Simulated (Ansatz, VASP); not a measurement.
**Tc3Sn: VASP beside Ansatz**

```
Tc Sn
1.0
     0.00000    3.17219    3.17219
     3.17219    0.00000    3.17219
     3.17219    3.17219    0.00000
Tc Sn
3 1
Direct
  0.25000 0.25000 0.25000
  0.75000 0.75000 0.75000
  0.50000 0.50000 0.50000
  0.00000 0.00000 0.00000
```

The cell comes from a database or a generator and needn't be the stable form of this composition.

Alike in both runs: task single point; functional PBE; k mesh 8 × 8 × 8; no spin polarisation.

```csv
,VASP,Ansatz
version,VASP 6.6.1,Ansatz 0.2.0
potentials or method,"VASP PAW PBE potentials, release 64 (Tc_pv, Sn_d)","plane waves, norm-conserving potentials"
plane-wave cutoff (eV),520,1143
occupations,"methfessel-paxton of order 1, width 0.1 eV",methfessel-paxton of order 1
valence electrons in the cell,53,59
```

Ansatz gave:

* gap on the k mesh at the Fermi level (eV): none
* pressure (GPa): -2.0

Q: What did VASP give for the same quantities?

A: gap on the k mesh at the Fermi level (eV): none; pressure (GPa): -2.3.

A gap of «none» marks a metal or a gap that the smearing closes. The two sets of potentials don't hold the same shells in valence.
